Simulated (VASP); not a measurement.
The system is Al.

```xyz
1
Lattice="0.0000 2.0248 2.0248 2.0248 0.0000 2.0248 2.0248 2.0248 0.0000" Properties=species:S:1:pos:R:3 pbc="T T T"
Al    0.0000    0.0000    0.0000
```

* Program: VASP 6.6.1
* Task: relaxation of cell and atoms
* Functional: LDA
* Potentials or basis: VASP PAW LDA potentials, release 64 (Al)
* Cutoff: 350 eV
* k mesh: 10 × 10 × 10
* Occupations: gaussian, width 0.1 eV
* Spin: no spin polarisation

At the start: pressure -3.6 GPa; volume 16.60 Å³/atom.

Task: How do energy, volume and symmetry change on relaxing?

Result: Over 3 steps the energy falls by 10.0 meV/atom and the volume is 15.75 Å³/atom (-5.1 %); space group Fm-3m (No. 225, to 0.05 Å).

Step by step:
```tsv
step	energy change (eV)	largest force (eV/Å)	pressure (GPa)	volume (Å³)
1	0.0000	0.0000	-3.55	16.60
2	-0.0100	0.0000	0.09	15.73
3	-0.0100	0.0000	0.00	15.75
```

Final structure:
```xyz
1
Lattice="0.0000 1.9896 1.9896 1.9896 0.0000 1.9896 1.9896 1.9896 0.0000" Properties=species:S:1:pos:R:3 pbc="T T T"
Al    0.0000    0.0000    0.0000
```
